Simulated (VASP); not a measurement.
Write the native input for VASP 6.6.1 that does the following.

```yaml
Task: relaxation of cell and atoms
Functional: LDA
Potentials_or_basis: VASP PAW LDA potentials, release 64 (Au)
Cutoff: 600 eV
k_mesh: 18 × 18 × 18
Occupations: methfessel-paxton, width 0.1 eV
Spin: no spin polarisation
Further_INCAR_settings: ALGO = Normal; EDIFF = 1e-07; IBRION = 2; EDIFFG = -0.005; NSW = 90; ISIF = 3
```

The structure of Au lies in POSCAR:

```
Au                                      
1.0
   -0.0000000000      2.0263307472      2.0263307472
    2.0263307472      0.0000000000      2.0263307472
    2.0263307472      2.0263307472      0.0000000000
  Au            
     1
Direct
     0.0000000000000000    0.0000000000000000    0.0000000000000000
```

The input as run:

INCAR

```
SYSTEM = Au
PREC = Accurate ; ENCUT = 600
EDIFF = 1E-7 ; ISMEAR = 1
SIGMA = 0.1 ; LREAL = .False.
LASPH = .True. ; NELM = 80
ALGO = Normal ; ISIF = 3
LWAVE = .False. ; LCHARG = .False.
GGA = CA ; IBRION = 2
NSW = 90 ; EDIFFG = -0.005
```

KPOINTS

```
Automatic mesh
0
Gamma
  18 18 18
  0 0 0
```

Potentials or basis: VASP PAW LDA potentials, release 64 (Au).

Command:

```console
$ cat potpaw_LDA.64/Au/POTCAR > POTCAR
$ mpirun -np 1 vasp_std > vasp.out
```

Results of the run:

```json
{
  "Pressure after relaxing": "0.0 GPa",
  "Band gap on the k mesh": "none (metal or under the smearing width)"
}
```

Caveat: the relaxation stopped at its first step, so nothing moved.

Wall time 61 s on 1 thread of AMD EPYC 7R43 64-Core Processor (Zen 3) (shared host), peak memory 0.13 GiB.
